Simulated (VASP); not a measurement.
All values below come from PBE GGA, VASP's PBE PAW potentials (set 64) (plane waves; VASP).

The input files of a VASP run:

INCAR:
```
LMAXMIX  =  4   # l cut-off of mixed one-centre charges
SIGMA  =  0.1
EDIFF  =  1E-6
GGA  =  PE   # PBE
LREAL  =  .FALSE.   # projection in real space or not
ISIF  =  2
ENCUT  =  300
ALGO  =  Normal   # blocked Davidson
LASPH  =  .TRUE.   # aspherical one-centre terms
SYSTEM  =  TiB2
ISMEAR  =  1   # Methfessel-Paxton
LCHARG  =  .FALSE.
LWAVE  =  .FALSE.
PREC  =  Accurate
NELM  =  100
```

### KPOINTS
```
Automatic mesh
0
Gamma
10 10 9
0 0 0
```

File POSCAR:
```
TiB2
1
    1.5044090000    -2.6766680000     0.0000000000
    1.5044090000     2.6766680000     0.0000000000
    0.0000000000     0.0000000000     3.1769390000
Ti B
1 2
Direct
  0.0000000000   0.0000000000   0.0000000000
  0.3333330000   0.6666670000   0.5000000000
  0.6895350000   0.3562010000   0.5000000000
```

POTCAR, in this order: Ti_sv B (PBE.64 set). Program: vasp_std.

Output

**OUTCAR**
```
 ion  position               nearest neighbor table
   1  0.000  0.000  0.000-   3 2.32   3 2.32   2 2.36   2 2.36   2 2.36   2 2.36   2 2.39   2 2.39
                             3 2.39   3 2.39   3 2.41   3 2.41
   2  0.333  0.667  0.500-   3 1.69   3 1.79   3 1.81   1 2.36   1 2.36   1 2.36   1 2.36   1 2.39
                             1 2.39
   3  0.690  0.356  0.500-   2 1.69   2 1.79   2 1.81   1 2.32   1 2.32   1 2.39   1 2.39   1 2.41
                             1 2.41
  LATTYP: Found a base centered orthorhombic cell.
 ALAT       =     3.0088180000
 B/A-ratio  =     1.7792156255
 C/A-ratio  =     1.0558760949
 Subroutine PRICEL returns:
 Original cell was already a primitive cell.
 Subroutine GETGRP returns: Found  2 space group operations
The static configuration has the point symmetry C_1h.
The dynamic configuration has the point symmetry C_1h.
 Subroutine INISYM returns: Found  2 space group operations
 Subroutine IBZKPT returns following result:
 Found    260 irreducible k-points:

 Following reciprocal coordinates:
            Coordinates               Weight
  0.000000  0.000000  0.000000      1.000000
  0.100000  0.000000  0.000000      2.000000
  0.000000  0.100000  0.000000      2.000000
  0.200000  0.000000  0.000000      2.000000
  0.000000  0.200000  0.000000      2.000000
  0.300000  0.000000  0.000000      2.000000
  0.000000  0.300000  0.000000      2.000000
  0.400000  0.000000  0.000000      2.000000
  0.000000  0.400000  0.000000      2.000000
  0.500000  0.000000  0.000000      1.000000
  0.000000  0.500000  0.000000      1.000000
  0.100000  0.100000  0.000000      2.000000
  0.200000  0.100000  0.000000      2.000000
  0.100000  0.200000  0.000000      2.000000
  0.300000  0.100000  0.000000      2.000000
  0.100000  0.300000  0.000000      2.000000
  0.400000  0.100000  0.000000      2.000000
  0.100000  0.400000  0.000000      2.000000
  0.500000  0.100000  0.000000      2.000000
  0.100000  0.500000  0.000000      2.000000
 -0.400000  0.100000  0.000000      2.000000
  0.100000 -0.400000  0.000000      2.000000
 -0.300000  0.100000  0.000000      2.000000
  0.100000 -0.300000  0.000000      2.000000
 -0.200000  0.100000  0.000000      2.000000
  0.100000 -0.200000  0.000000      2.000000
 -0.100000  0.100000  0.000000      2.000000
  0.200000  0.200000  0.000000      2.000000
  0.300000  0.200000  0.000000      2.000000
  0.200000  0.300000  0.000000      2.000000
  0.400000  0.200000  0.000000      2.000000
  0.200000  0.400000  0.000000      2.000000
  0.500000  0.200000  0.000000      2.000000
  0.200000  0.500000  0.000000      2.000000
 -0.400000  0.200000  0.000000      2.000000
  0.200000 -0.400000  0.000000      2.000000
 -0.300000  0.200000  0.000000      2.000000
  0.200000 -0.300000  0.000000      2.000000
 -0.200000  0.200000  0.000000      2.000000
  0.300000  0.300000  0.000000      2.000000
   k-points           NKPTS =    260   k-points in BZ     NKDIM =    260   number of bands    NBANDS=     13
   number of dos      NEDOS =    301   number of ions     NIONS =      3
   total plane-waves  NPLWV =   5832
   dimension x,y,z NGX =    18 NGY =   18 NGZ =   18
   dimension x,y,z NGXF=    36 NGYF=   36 NGZF=   36
   ions per type =               1   2
   PREC   = accura    normal or accurate (medium, high low for compatibility)
   ISTART =      0    job   : 0-new  1-cont  2-samecut
   ICHARG =      2    charge: 1-file 2-atom 10-const
   ISPIN  =      1    spin polarized calculation?
   LNONCOLLINEAR =      F non collinear calculations
   LSORBIT =      F    spin-orbit coupling
   INIWAV =      1    electr: 0-lowe 1-rand  2-diag
...
```

OSZICAR:
```
       N       E                     dE             d eps       ncg     rms          rms(c)
DAV:   1     0.886694034380E+02    0.88669E+02   -0.67795E+03  6844   0.111E+03
DAV:   2    -0.232969539755E+02   -0.11197E+03   -0.10920E+03  7055   0.314E+02
DAV:   3    -0.291963266980E+02   -0.58994E+01   -0.58280E+01  9237   0.731E+01
DAV:   4    -0.293629867361E+02   -0.16666E+00   -0.16655E+00  8614   0.117E+01
DAV:   5    -0.293688969213E+02   -0.59102E-02   -0.59100E-02  9970   0.181E+00    0.168E+01
DAV:   6    -0.242970943061E+02    0.50718E+01   -0.26079E+01  8943   0.583E+01    0.398E+00
DAV:   7    -0.243222928402E+02   -0.25199E-01   -0.16374E+00  7626   0.143E+01    0.336E+00
DAV:   8    -0.243237742077E+02   -0.14814E-02   -0.15696E-01  9662   0.350E+00    0.710E-01
DAV:   9    -0.243153206825E+02    0.84535E-02   -0.77717E-02  9362   0.354E+00    0.351E-01
DAV:  10    -0.243141988446E+02    0.11218E-02   -0.55373E-03  8608   0.998E-01    0.525E-02
DAV:  11    -0.243142001041E+02   -0.12595E-05   -0.28565E-04  9170   0.204E-01    0.385E-02
DAV:  12    -0.243141909912E+02    0.91128E-05   -0.98803E-05  9003   0.132E-01    0.104E-02
DAV:  13    -0.243141882703E+02    0.27209E-05   -0.12458E-05  8577   0.481E-02    0.857E-04
DAV:  14    -0.243141882824E+02   -0.12109E-07   -0.17879E-07  3920   0.448E-03
   1 F= -.24314188E+02 E0= -.24314130E+02  d E =-.176082E-03
```

OUTCAR:
```
------------------------ aborting loop because EDIFF is reached ----------------------------------------
  FORCE on cell =-STRESS in cart. coord.  units (eV):
  Direction    XX          YY          ZZ          XY          YZ          ZX
  --------------------------------------------------------------------------------------
  Total        0.7829188     -1.7514355      0.7998082     -0.2382155      0.0000000      0.0000000
  in kB       49.0261763   -109.6744430     50.0837869    -14.9169944      0.0000000      0.0000000
  external PRESSURE =      -3.5214932 kB  Pullay stress =       0.0000000 kB
  volume of cell :       25.59
      direct lattice vectors                 reciprocal lattice vectors
     1.504409000 -2.676668000  0.000000000     0.332356427 -0.186799409  0.000000000
     1.504409000  2.676668000  0.000000000     0.332356427  0.186799409  0.000000000
     0.000000000  0.000000000  3.176939000     0.000000000  0.000000000  0.314768398
 POSITION                                       TOTAL-FORCE (eV/Angst)
 -----------------------------------------------------------------------------------
      0.00000      0.00000      0.00000         0.529589      0.022985      0.000000
      1.50441      0.89222      1.58847         0.804445     -0.151174      0.000000
      1.57321     -0.89222      1.58847        -1.334034      0.128188      0.000000
 -----------------------------------------------------------------------------------
    total drift:                                0.000019     -0.000008      0.000000
  FREE ENERGIE OF THE ION-ELECTRON SYSTEM (eV)
  ---------------------------------------------------
  free  energy   TOTEN  =       -24.3141882824 eV

  energy  without entropy=      -24.3140122007  energy(sigma->0) =      -24.31412959
```
(Selected blocks of OUTCAR.)

**OUTCAR**
```
 val. band max:        9.9297067148   @ k =   0.3000   0.2000   0.0000

 cond. band min:       9.9723797794   @ k =   0.4000   0.2000   0.0000


 Fermi energy:         9.9602821450

 k-point     1 :       0.0000    0.0000    0.0000
  band No.  band energies     occupation
      1     -46.8393      2.00000
      2     -23.1953      2.00000
      3     -22.9443      2.00000
      4     -22.9019      2.00000
      5      -3.4287      2.00000
      6       6.9843      2.00000
      7       7.5770      2.00000
      8       7.9733      2.00000
      9       8.0068      2.00000
     10      11.9039     -0.00000
     11      12.0155      0.00000
     12      13.6201      0.00000
     13      14.0595      0.00000

 k-point     2 :       0.1000    0.0000    0.0000
  band No.  band energies     occupation
      1     -46.8342      2.00000
      2     -23.1894      2.00000
      3     -22.9557      2.00000
      4     -22.9383      2.00000
      5      -3.2379      2.00000
      6       6.5530      2.00000
      7       7.4583      2.00000
      8       7.8273      2.00000
      9       8.0934      2.00000
     10      11.8468     -0.00000
     11      12.3309      0.00000
     12      13.0436      0.00000
     13      13.2381      0.00000

 k-point     3 :       0.0000    0.1000    0.0000
  band No.  band energies     occupation
      1     -46.8342      2.00000
      2     -23.1892      2.00000
      3     -22.9716      2.00000
      4     -22.9227      2.00000
      5      -3.2345      2.00000
      6       6.9393      2.00000
      7       7.0590      2.00000
      8       7.7832      2.00000
      9       8.0544      2.00000
     10      11.9201     -0.00000
     11      12.3267      0.00000
     12      12.9994      0.00000
     13      13.2948      0.00000

 k-point     4 :       0.2000    0.0000    0.0000
  band No.  band energies     occupation
      1     -46.8207      2.00000
      2     -23.1726      2.00000
      3     -23.0437      2.00000
...
```

At this cut-off the stress carries a Pulay error, which pulls relaxed volumes low.

The compound is TiB2 in the AlB2 type structure. The cell was not relaxed at this level, atoms are displaced from their ideal sites. The run is one of a series of settings (ENCUT = 300 against the base run), some of them coarse on purpose.
